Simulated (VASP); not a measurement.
Input:

```yaml
crystal:
  lattice:
    - [1.45263, -2.54099, 0.00000]
    - [1.45263, 2.54099, 0.00000]
    - [0.00000, 0.00000, 2.76869]
  atoms:
    - { symbol: W, position: [0.00000, 0.00000, 0.00000] }
    - { symbol: C, position: [0.35888, 0.69221, 0.50000] }
```

Computed with PBE GGA + U (Dudarev), VASP's PBE PAW potentials (set 64) (plane waves; VASP 6.6.1). Numerical set-up: 520 eV cut-off, 13×13×12 Γ-centred mesh, first-order Methfessel-Paxton smearing of 0.10 eV, potentials W_sv C, U − J: W 2.00 eV.

Problem. Give the force on each atom (eV/Å).

Solution. 
```tsv
atom	Fx	Fy	Fz
W1	1.281	-0.130	0.000
C2	-1.281	0.130	0.000
```

Problem. Give the stress tensor in GPa (positive for a compressed cell).

Solution. 
```
14.38  -4.18   0.00
-4.18   9.26   0.00
 0.00   0.00  37.07
```
The pressure is its mean diagonal, 20.24 GPa.

The compound is WC in the wc structure. The cell was not relaxed at this level, atoms are displaced from their ideal sites. The run is one of a series of settings (LDAU = .TRUE., LDAUJ = 0 0, LDAUL = 2 -1, LDAUTYPE = 2, LDAUU = 2.0 0 against the base run), some of them coarse on purpose.
